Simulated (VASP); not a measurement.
Here is the system:

```xyz
2
Lattice="0.0000 2.7098 2.7098 2.7098 0.0000 2.7098 2.7098 2.7098 0.0000" Properties=species:S:1:pos:R:3 pbc="T T T"
Si     0.0000     0.0000     0.0000
Si     1.3549     1.3549     1.3549
```

These are PBE GGA with D3 dispersion (Becke-Johnson damping), VASP's PBE PAW potentials (set 64) (plane waves; VASP) values and carry that method's errors. Run with 400 eV cut-off, 8×8×8 Γ-centred mesh, Gaussian smearing of 0.050 eV, potentials Si.

Predict the energy per atom (σ→0).

```
Property                        Value
---------------------  --------------
energy per atom (σ→0)  -5.735 eV/atom
```

The structure comes from a measured Si entry (Fd-3m) of the Crystallography Open Database, whose conditions weren't checked. It was relaxed first. The start is the result of an earlier pass.
